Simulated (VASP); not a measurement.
```xyz
2
Lattice="0.0000 2.3888 2.3888 2.3888 0.0000 2.3888 2.3888 2.3888 0.0000" Properties=species:S:1:pos:R:3 pbc="T T T"
B      0.0000     0.0000     0.0000
As     1.1944     1.1944     0.9944
```

Calculation: PBEsol GGA, VASP's PBE PAW potentials (set 64) (plane waves; VASP 6.6.1). Settings: 600 eV cut-off, 10×10×10 Γ-centred mesh, Gaussian smearing of 0.050 eV, potentials B As.

**Question.** What does the run give for the energy per atom (σ→0), pressure, largest force, band gap (on the k-mesh) with the smallest direct gap where there is one?

**Answer.** 
```
Item                                                         Value
------------------------  ----------------------------------------
band gap (on the k-mesh)  none (metal, semimetal or under 0.01 eV)
energy per atom (σ→0)                               -5.941 eV/atom
pressure                                                  2.57 GPa
largest force                                      0.06066 Ha/bohr
```

The compound is BAs in the zinc blende structure. This cell was strained or had an atom moved on purpose.
